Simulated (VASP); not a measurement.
## Ca2Ru2O7 with r2SCAN: from relaxation to properties

Wanted: the relaxed cell of Ca2Ru2O7 and its properties. The steps: full relaxation (r2SCAN), second relaxation, density, ELF and potential (r2SCAN), bands along the symmetry lines (r2SCAN), density of states (r2SCAN), independent-particle dielectric function (r2SCAN), volume scan with r2SCAN and fit for r2SCAN. Left out of this account: 1 further run (relaxation: a spoilt try). The start is a computed cell from the Materials Project.

Main program and level: VASP 6.6.1; r2SCAN, no spin polarisation; plane waves and PAW (Ca_sv, Ru_pv, O).

## (1) Starting point

Before any relaxation, the start is as follows. Symmetry: Fd-3m, No. 227, cubic system. Conventional cell: a = 10.238 Å, b = 10.238 Å, c = 10.238 Å, α = 90.00°, β = 90.00°, γ = 90.00°. Nearest to Ca lie 8 O at 2.22 to 2.58 Å. Nearest to Ru lie 6 O at 1.95 Å. O has 2 Ru at 1.95 Å and 2 Ca at 2.58 Å nearest. Nearest to O lie 4 Ca at 2.22 Å. Farther neighbours and most contacts between anions are not listed.

## (2) Full relaxation (r2SCAN)

Properties are meant for the cell that this level of theory prefers, so cell and atoms are relaxed first (ISIF = 3) until forces and stress are small; EDIFFG sets the threshold. r2SCAN adds the kinetic-energy density, costs more than a GGA and is run with LASPH.

Input file INCAR:

```
SYSTEM = Ca2Ru2O7
PREC = Accurate
ENCUT = 520
EDIFF = 1E-06
NELM = 100
ISMEAR = 0
SIGMA = 0.05
LREAL = Auto
ALGO = Normal
METAGGA = R2SCAN
LASPH = .TRUE.
NBANDS = 112
LORBIT = 11
LWAVE = .FALSE.
LCHARG = .FALSE.
KPAR = 8
IBRION = 2
NSW = 60
ISIF = 3
EDIFFG = -0.01
```

Input file POSCAR:

```
Ca2Ru2O7
1.0
    0.0000000000      5.1188599200      5.1188599200
    5.1188599200      0.0000000000      5.1188599200
    5.1188599200      5.1188599200      0.0000000000
Ca Ru O
4 4 14
Direct
    0.1250000000      0.6250000000      0.1250000000
    0.1250000000      0.1250000000      0.6250000000
    0.6250000000      0.1250000000      0.1250000000
    0.1250000000      0.1250000000      0.1250000000
    0.1250000000      0.6250000000      0.6250000000
    0.6250000000      0.1250000000      0.6250000000
    0.6250000000      0.6250000000      0.1250000000
    0.6250000000      0.6250000000      0.6250000000
    0.6954802300      0.6954802300      0.3045197700
    0.6954802300      0.3045197700      0.6954802300
    0.9454802300      0.5545197700      0.5545197700
    0.6954802300      0.3045197700      0.3045197700
    0.5545197700      0.9454802300      0.9454802300
    0.3045197700      0.3045197700      0.6954802300
    0.9454802300      0.9454802300      0.5545197700
    0.0000000000      0.0000000000      0.0000000000
    0.5545197700      0.5545197700      0.9454802300
    0.9454802300      0.5545197700      0.9454802300
    0.5545197700      0.9454802300      0.5545197700
    0.2500000000      0.2500000000      0.2500000000
    0.3045197700      0.6954802300      0.3045197700
    0.3045197700      0.6954802300      0.6954802300
```

Input file KPOINTS:

```
Automatic mesh
0
Gamma
4 4 4
0 0 0
```

PAW data sets: Ca_sv, Ru_pv and O (PBE family, release 64).

Launch:

```console
> mpirun -np 8 vasp_std
```

What it wrote:

```text
[banner, memory and clock lines left out]
running    8 mpi-ranks, on    1 nodes
 distrk:  each k-point on    1 cores,    8 groups
 distr:  one band on    1 cores,    1 groups

 POSCAR found type information on POSCAR CaRuO
 POSCAR found :  3 types and      22 ions
|                                                                             |
|           W    W    AA    RRRRR   N    N  II  N    N   GGGG   !!!           |
|           W    W   A  A   R    R  NN   N  II  NN   N  G    G  !!!           |
|           W    W  A    A  R    R  N N  N  II  N N  N  G       !!!           |
|           W WW W  AAAAAA  RRRRR   N  N N  II  N  N N  G  GGG   !            |
|           WW  WW  A    A  R   R   N   NN  II  N   NN  G    G                |
|           W    W  A    A  R    R  N    N  II  N    N   GGGG   !!!           |
|                                                                             |
|     For optimal performance we recommend to set                             |
|       NCORE = 2 up to number-of-cores-per-socket                            |
|     NCORE specifies how many cores store one orbital (NPAR=cpu/NCORE).      |
|     This setting can greatly improve the performance of VASP for DFT.       |
|     The default, NCORE=1 might be grossly inefficient on modern             |
|     multi-core architectures or massively parallel machines. Do your        |
|     Unfortunately you need to use the default for GW and RPA                |
|     calculations (for HF NCORE is supported but not extensively tested      |
|     yet).                                                                   |
|                                                                             |

|                                                                             |
|               ----> ADVICE to this user running VASP <----                  |
|                                                                             |
|     You enforced a specific xc type in the INCAR file but a different       |
|     [... a line on the potential file left out ...]
|     I HOPE YOU KNOW WHAT YOU ARE DOING!                                     |
|                                                                             |

 LDA part: xc-table for (None), standard interpolation
 POSCAR, INCAR and KPOINTS ok, starting setup
 FFT: planning ... GRIDC
 FFT: planning ... GRID_SOFT
 FFT: planning ... GRID
 WAVECAR not read
 entering main loop
       N       E                     dE             d eps       ncg     rms          rms(c)
DAV:   1     0.199123094544E+04    0.19912E+04   -0.10162E+05  1792   0.170E+03
DAV:   2    -0.122271994160E+03   -0.21135E+04   -0.20218E+04  1912   0.511E+02
DAV:   3    -0.346772578003E+03   -0.22450E+03   -0.22118E+03  2304   0.156E+02
DAV:   4    -0.355764801602E+03   -0.89922E+01   -0.89257E+01  2664   0.301E+01
DAV:   5    -0.356279165931E+03   -0.51436E+00   -0.51312E+00  2816   0.553E+00    0.807E+01
DAV:   6    -0.258851610734E+03    0.97428E+02   -0.22643E+02  2128   0.702E+01    0.289E+01
DAV:   7    -0.257497461177E+03    0.13541E+01   -0.61080E+01  2128   0.377E+01    0.214E+01
DAV:   8    -0.255485698170E+03    0.20118E+01   -0.64339E+00  2192   0.122E+01    0.611E+00
DAV:   9    -0.255763073740E+03   -0.27738E+00   -0.28297E+00  2256   0.472E+00    0.346E+00
DAV:  10    -0.255593319747E+03    0.16975E+00   -0.48522E-01  2344   0.233E+00    0.163E+00
DAV:  11    -0.255597725616E+03   -0.44059E-02   -0.21518E-01  2224   0.145E+00    0.722E-01
DAV:  12    -0.255594168101E+03    0.35575E-02   -0.69523E-02  2240   0.843E-01    0.429E-01
DAV:  13    -0.255592027658E+03    0.21404E-02   -0.55695E-03  2296   0.227E-01    0.277E-01
DAV:  14    -0.255591229670E+03    0.79799E-03   -0.62103E-03  2408   0.198E-01    0.111E-01
DAV:  15    -0.255591213826E+03    0.15844E-04   -0.13994E-03  2208   0.979E-02    0.643E-02
DAV:  16    -0.255591154536E+03    0.59289E-04   -0.19048E-04  2136   0.491E-02    0.143E-02
DAV:  17    -0.255591158346E+03   -0.38094E-05   -0.38254E-05  2320   0.136E-02    0.176E-02
DAV:  18    -0.255591164150E+03   -0.58044E-05   -0.81363E-06  1552   0.725E-03    0.327E-02
DAV:  19    -0.255591159078E+03    0.50722E-05   -0.25362E-05  1712   0.143E-02    0.402E-03
DAV:  20    -0.255591158803E+03    0.27544E-06   -0.25672E-06  1656   0.414E-03
   1 F= -.25559116E+03 E0= -.25557947E+03  d E =-.255591E+03
 curvature:   0.00 expect dE= 0.000E+00 dE for cont linesearch  0.000E+00
 trial: gam= 0.00000 g(F)=  0.169E+00 g(S)=  0.365E+00 ort = 0.000E+00 (trialstep = 0.100E+01)
 search vector abs. value=  0.535E+00
 bond charge predicted
       N       E                     dE             d eps       ncg     rms          rms(c)
DAV:   1    -0.259344576155E+03   -0.37534E+01   -0.14048E+02  1840   0.533E+01    0.200E+01
DAV:   2    -0.256148295874E+03    0.31963E+01   -0.96511E+00  1856   0.161E+01    0.595E+00
DAV:   3    -0.255730038241E+03    0.41826E+00   -0.19125E+00  2032   0.641E+00    0.479E+00
DAV:   4    -0.255586311744E+03    0.14373E+00   -0.65444E-01  2112   0.433E+00    0.888E-01
DAV:   5    -0.255581392994E+03    0.49187E-02   -0.51879E-02  2560   0.101E+00    0.384E-01
DAV:   6    -0.255584482830E+03   -0.30898E-02   -0.16216E-02  2912   0.415E-01    0.223E-01
DAV:   7    -0.255586154923E+03   -0.16721E-02   -0.51495E-03  2568   0.234E-01    0.136E-01
DAV:   8    -0.255586434826E+03   -0.27990E-03   -0.96497E-04  2880   0.113E-01    0.408E-02
DAV:   9    -0.255586393391E+03    0.41435E-04   -0.16521E-04  2368   0.518E-02    0.151E-02
DAV:  10    -0.255586398606E+03   -0.52144E-05   -0.15795E-05  2496   0.166E-02    0.667E-03
DAV:  11    -0.255586396888E+03    0.17171E-05   -0.26063E-06  1552   0.617E-03    0.244E-03
DAV:  12    -0.255586396375E+03    0.51379E-06   -0.45196E-07  1192   0.256E-03
   2 F= -.25558640E+03 E0= -.25557750E+03  d E =0.476243E-02
[...]
3 F= -.25572664E+03 E0= -.25571644E+03  d E =-.135477E+00
[...]
4 F= -.25574818E+03 E0= -.25573810E+03  d E =-.215419E-01
 trial-energy change:   -0.021542  1 .order   -0.021462   -0.031139   -0.011785
 step:   1.4274(harm=  1.4482)  dis= 0.01627  next Energy=  -255.751646 (dE=-0.250E-01)
 bond charge predicted
       N       E                     dE             d eps       ncg     rms          rms(c)
DAV:   1    -0.255762821030E+03   -0.14644E-01   -0.28204E+00  1792   0.598E+00    0.798E-01
DAV:   2    -0.255755043636E+03    0.77774E-02   -0.89315E-02  1920   0.135E+00    0.478E-01
DAV:   3    -0.255752607165E+03    0.24365E-02   -0.81491E-03  2104   0.463E-01    0.194E-01
DAV:   4    -0.255751993357E+03    0.61381E-03   -0.34451E-03  2136   0.260E-01    0.856E-02
DAV:   5    -0.255751981537E+03    0.11820E-04   -0.27216E-04  2568   0.669E-02    0.554E-02
DAV:   6    -0.255751985690E+03   -0.41528E-05   -0.55465E-05  2816   0.246E-02    0.273E-02
DAV:   7    -0.255751984247E+03    0.14423E-05   -0.20148E-05  2320   0.135E-02    0.107E-02
DAV:   8    -0.255751980165E+03    0.40823E-05   -0.36329E-06  1744   0.632E-03    0.160E-03
DAV:   9    -0.255751980322E+03   -0.15691E-06   -0.42117E-07  1016   0.243E-03
   5 F= -.25575198E+03 E0= -.25574194E+03  d E =-.253447E-01
 curvature:  -0.77 expect dE=-0.191E-04 dE for cont linesearch -0.142E-04
 trial: gam=-0.01889 g(F)=  0.241E-04 g(S)=  0.790E-06 ort = 0.825E-03 (trialstep = 0.101E+01)
 search vector abs. value=  0.682E-05
 reached required accuracy - stopping structural energy minimisation
```

Run time: 8.6 min. Hardware: 8 MPI ranks of Intel Xeon 6975P-C (Granite Rapids), shared host; peak memory 4.4 GiB; 68 min of CPU time.

Lines that name or quote the potential files are left out of all logs, and their timing lines are given in words.

From OUTCAR (step 2):

```text
ion  position               nearest neighbor table
   1  0.125  0.625  0.125-  16 2.22  20 2.22
   2  0.125  0.125  0.625-  16 2.22  20 2.22
   3  0.625  0.125  0.125-  16 2.22  20 2.22
   4  0.125  0.125  0.125-  16 2.22  20 2.22
   5  0.125  0.625  0.625-  11 1.95  14 1.95  15 1.95  18 1.95  21 1.95  22 1.95
   6  0.625  0.125  0.625-  10 1.95  12 1.95  13 1.95  14 1.95  15 1.95  19 1.95
   7  0.625  0.625  0.125-   9 1.95  12 1.95  13 1.95  17 1.95  18 1.95  21 1.95
   8  0.625  0.625  0.625-   9 1.95  10 1.95  11 1.95  17 1.95  19 1.95  22 1.95
   9  0.695  0.695  0.305-   7 1.95   8 1.95
  10  0.695  0.305  0.695-   6 1.95   8 1.95
  11  0.945  0.555  0.555-   5 1.95   8 1.95
  12  0.695  0.305  0.305-   6 1.95   7 1.95
  13  0.555  0.945  0.945-   6 1.95   7 1.95
  14  0.305  0.305  0.695-   5 1.95   6 1.95
  15  0.945  0.945  0.555-   5 1.95   6 1.95
  16  0.000  0.000  0.000-   1 2.22   2 2.22   3 2.22   4 2.22
  17  0.555  0.555  0.945-   7 1.95   8 1.95
  18  0.945  0.555  0.945-   5 1.95   7 1.95
  19  0.555  0.945  0.555-   6 1.95   8 1.95
  20  0.250  0.250  0.250-   1 2.22   2 2.22   3 2.22   4 2.22
  21  0.305  0.695  0.305-   5 1.95   7 1.95
  22  0.305  0.695  0.695-   5 1.95   8 1.95

  LATTYP: Found a face centered cubic cell.
 ALAT       =    10.2377198400

 Subroutine GETGRP returns: Found 48 space group operations
 (whereof 24 operations were pure point group operations)

The static configuration has the point symmetry T_d .
 The point group associated with its full space group is O_h .

 Found      8 irreducible k-points:

   k-points           NKPTS =      8   k-points in BZ     NKDIM =      8   number of bands    NBANDS=    112

   dimension x,y,z NGX =    54 NGY =   54 NGZ =   54
   dimension x,y,z NGXF=   108 NGYF=  108 NGZF=  108

   ENCUT  =  520.0 eV  38.22 Ry    6.18 a.u.  13.46 13.46 13.46*2*pi/ulx,y,z

   NELECT =     180.0000    total number of electrons

 k-points in reciprocal lattice and weights: Automatic mesh
   0.00000000  0.00000000  0.00000000       0.016
   0.25000000  0.00000000  0.00000000       0.125
   0.50000000  0.00000000  0.00000000       0.062
   0.25000000  0.25000000  0.00000000       0.094
   0.50000000  0.25000000  0.00000000       0.375
  -0.25000000  0.25000000  0.00000000       0.188
   0.50000000  0.50000000  0.00000000       0.047
  -0.25000000  0.50000000  0.25000000       0.094

 average (electrostatic) potential at core
       1 -46.4411       2 -46.4411       3 -46.4411       4 -46.4411       5 -82.3867
       6 -82.3867       7 -82.3867       8 -82.3867       9 -74.8221      10 -74.8221
      11 -74.8221      12 -74.8221      13 -74.8221      14 -74.8221      15 -74.8221
      16 -71.7890      17 -74.8221      18 -74.8221      19 -74.8221      20 -71.7890
      21 -74.8221      22 -74.8221

 E-fermi :   4.1192

 k-point     1 :       0.0000    0.0000    0.0000
  band No.  band energies     occupation
    ...
     88       3.7906      2.00000
     89       3.7906      2.00000
     90       4.0309      1.98749
     91       4.0309      1.98749
     92       4.0309      1.98749
     93       4.5531      0.00000
     94       5.0538      0.00000
     95       5.0538      0.00000
     96       5.0538      0.00000
     97       6.7773      0.00000
    ...

 k-point     2 :       0.2500    0.0000    0.0000
  band No.  band energies     occupation
    ...
     88       3.7787      2.00000
     89       3.7787      2.00000
     90       3.8551      2.00000
     91       4.0701      1.83480
     92       4.0701      1.83477
     93       4.5492      0.00000
     94       4.9240      0.00000
     95       4.9240      0.00000
     96       5.0972      0.00000
     97       6.9454      0.00000
    ...

 k-point     3 :       0.5000    0.0000    0.0000
  band No.  band energies     occupation
    ...
     87       3.6416      2.00000
     88       3.9308      2.00000
     89       3.9308      2.00000
     90       4.1300      0.75983
     91       4.1300      0.75971
     92       4.1915      0.04076
     93       4.3389      0.00000
     94       4.7603      0.00000
     95       4.7603      0.00000
     96       5.1139      0.00000
    ...

  Total       -0.0109597     -0.0109597     -0.0109597      0.0000000      0.0000000      0.0000000
  in kB       -0.0665836     -0.0665836     -0.0665836      0.0000000      0.0000000      0.0000000
  external PRESSURE =      -0.0665836 kB  Pullay stress =       0.0000000 kB

  energy-cutoff  :      520.00
  volume of cell :      263.72
      direct lattice vectors                 reciprocal lattice vectors
     0.000000000  5.089844875  5.089844875    -0.098234821  0.098234821  0.098234821
     5.089844875 -0.000000000  5.089844875     0.098234821 -0.098234821  0.098234821
     5.089844875  5.089844875 -0.000000000     0.098234821  0.098234821 -0.098234821

 POSITION                                       TOTAL-FORCE (eV/Angst)
 -----------------------------------------------------------------------------------
      3.81738      1.27246      3.81738        -0.000000     -0.000000     -0.000000
      3.81738      3.81738      1.27246        -0.000000     -0.000000     -0.000000
      1.27246      3.81738      3.81738        -0.000000     -0.000000     -0.000000
      1.27246      1.27246      1.27246        -0.000000     -0.000000     -0.000000
      6.36231      3.81738      3.81738        -0.000000     -0.000000     -0.000000
      3.81738      6.36231      3.81738        -0.000000     -0.000000     -0.000000
      3.81738      3.81738      6.36231        -0.000000     -0.000000     -0.000000
      6.36231      6.36231      6.36231        -0.000000     -0.000000     -0.000000
      5.08984      5.08984      7.05070        -0.000000     -0.000000     -0.006456
      5.08984      7.05070      5.08984        -0.000000     -0.006456     -0.000000
      5.67391      7.63477      7.63477         0.006456     -0.000000     -0.000000
      3.12899      5.08984      5.08984         0.006456     -0.000000     -0.000000
      9.59563      7.63477      7.63477        -0.006456     -0.000000     -0.000000
      5.08984      5.08984      3.12899        -0.000000     -0.000000      0.006456
      7.63477      7.63477      9.59563        -0.000000     -0.000000     -0.006456
      5.08984     -0.00000      5.08984        -0.000000     -0.000000     -0.000000
      7.63477      7.63477      5.67391        -0.000000     -0.000000      0.006456
      7.63477      9.59563      7.63477        -0.000000     -0.006456     -0.000000
      7.63477      5.67391      7.63477        -0.000000      0.006456     -0.000000
      2.54492      2.54492      2.54492        -0.000000     -0.000000     -0.000000
      5.08984      3.12899      5.08984        -0.000000      0.006456     -0.000000
      7.05070      5.08984      5.08984        -0.006456     -0.000000     -0.000000
 -----------------------------------------------------------------------------------
    total drift:                               -0.000000     -0.000000      0.000000

  FREE ENERGIE OF THE ION-ELECTRON SYSTEM (eV)
  ---------------------------------------------------
  free  energy   TOTEN  =      -255.7519803220 eV

  energy  without entropy=     -255.7319085687  energy(sigma->0) =     -255.74194445

 reached required accuracy - stopping structural energy minimisation

 total charge
# of ion       s       p       d       tot
------------------------------------------
    1        2.027   5.875   0.263   8.165
    2        2.027   5.875   0.263   8.165
    3        2.027   5.875   0.263   8.165
    4        2.027   5.875   0.263   8.165
    5        0.396   6.435   5.628  12.460
    6        0.396   6.435   5.628  12.460
    7        0.396   6.435   5.628  12.460
    8        0.396   6.435   5.628  12.460
    9        1.576   3.461   0.000   5.036
   10        1.576   3.461   0.000   5.036
   11        1.576   3.461   0.000   5.036
   12        1.576   3.461   0.000   5.036
   13        1.576   3.461   0.000   5.036
   14        1.576   3.461   0.000   5.036
   15        1.576   3.461   0.000   5.036
   16        1.566   3.500   0.000   5.066
   17        1.576   3.461   0.000   5.036
   18        1.576   3.461   0.000   5.036
   19        1.576   3.461   0.000   5.036
   20        1.566   3.500   0.000   5.066
   21        1.576   3.461   0.000   5.036
   22        1.576   3.461   0.000   5.036
--------------------------------------------------
tot         31.734  97.767  23.564 153.065

[... 3 further parts left out ...]
```

This run has no spin polarisation, although Ru can carry a moment. The k-mesh is coarse for a metal. The PAW data sets were made with PBE, which is usual practice but a small mismatch for other functionals. The run keeps the 48 symmetry operations of its start, so it cannot find a distortion of lower symmetry.

Step by step:

```csv
step,energy less that of the first step (eV),largest force (eV/Å),pressure (GPa),volume (Å³)
1,0.0000,0.5409,-4.45,268.26
2,0.0048,0.1590,6.59,255.32
3,-0.1355,0.2046,0.76,261.73
4,-0.1570,0.0786,0.27,262.98
5,-0.1608,0.0065,-0.01,263.72
```

```csv
"conventional cell, symmetrised",before,after,change
a (Å),10.238,10.180,-0.6 %
b (Å),10.238,10.180,-0.6 %
c (Å),10.238,10.180,-0.6 %
volume (Å³/atom),12.19,11.99,-1.7 %
```

The atoms that moved most (Å, as changes of fractional coordinates times the final cell):

```csv
atom,dx,dy,dz,length
O13,-0.029,0.000,0.000,0.029
O11,0.029,0.000,0.000,0.029
O10,0.000,-0.029,0.000,0.029
O15,0.000,0.000,-0.029,0.029
O9,0.000,0.000,-0.029,0.029
O19,0.000,0.029,0.000,0.029
O18,0.000,-0.029,0.000,0.029
O17,0.000,0.000,0.029,0.029
```

Final coordinates:

```cif
data_structure
_symmetry_space_group_name_H-M 'P 1'
_symmetry_Int_Tables_number 1
_cell_length_a 7.1981
_cell_length_b 7.1981
_cell_length_c 7.1981
_cell_angle_alpha 60.000
_cell_angle_beta 60.000
_cell_angle_gamma 60.000
_cell_volume 263.72
loop_
_atom_site_label
_atom_site_type_symbol
_atom_site_fract_x
_atom_site_fract_y
_atom_site_fract_z
_atom_site_occupancy
Ca1 Ca 0.12500 0.62500 0.12500 1
Ca2 Ca 0.12500 0.12500 0.62500 1
Ca3 Ca 0.62500 0.12500 0.12500 1
Ca4 Ca 0.12500 0.12500 0.12500 1
Ru5 Ru 0.12500 0.62500 0.62500 1
Ru6 Ru 0.62500 0.12500 0.62500 1
Ru7 Ru 0.62500 0.62500 0.12500 1
Ru8 Ru 0.62500 0.62500 0.62500 1
O9 O 0.69262 0.69262 0.30738 1
O10 O 0.69262 0.30738 0.69262 1
O11 O 0.94262 0.55738 0.55738 1
O12 O 0.69262 0.30738 0.30738 1
O13 O 0.55738 0.94262 0.94262 1
O14 O 0.30738 0.30738 0.69262 1
O15 O 0.94262 0.94262 0.55738 1
O16 O 0.00000 0.00000 0.00000 1
O17 O 0.55738 0.55738 0.94262 1
O18 O 0.94262 0.55738 0.94262 1
O19 O 0.55738 0.94262 0.55738 1
O20 O 0.25000 0.25000 0.25000 1
O21 O 0.30738 0.69262 0.30738 1
O22 O 0.30738 0.69262 0.69262 1
```

This step gave:

| Property | Result |
| --- | --- |
| electrons | 180 |
| bands | 112 |
| irreducible k-points | 8 |
| symmetry operations | 48 |
| free energy (TOTEN) | -255.7520 eV |
| energy at zero smearing | -255.7419 eV |
| Fermi energy | 4.119 eV |
| pressure | -0.006658 GPa |
| metallic | yes |
| SCF cycles over all ionic steps | 62 |

It ends with a largest force of 0.006 eV/Å and a pressure of -0.01 GPa.

(Part 1 of 6 ends here.)

[Lines on the potential files, build, host, timing and source positions are cut from VASP's logs without a mark.]

[Logs are printed without paths, hosts, clocks, repeated set-up lines and the standing remarks that a program may print on its own settings, such as how far it seeks lower states.]

[Hosts, paths, dates, database ids (printed as entryN), source tags and the programs' standing remarks are cut or masked in the printed files.]

[A measured line is paired with the nearest computed mode of its activity, which favours agreement.]
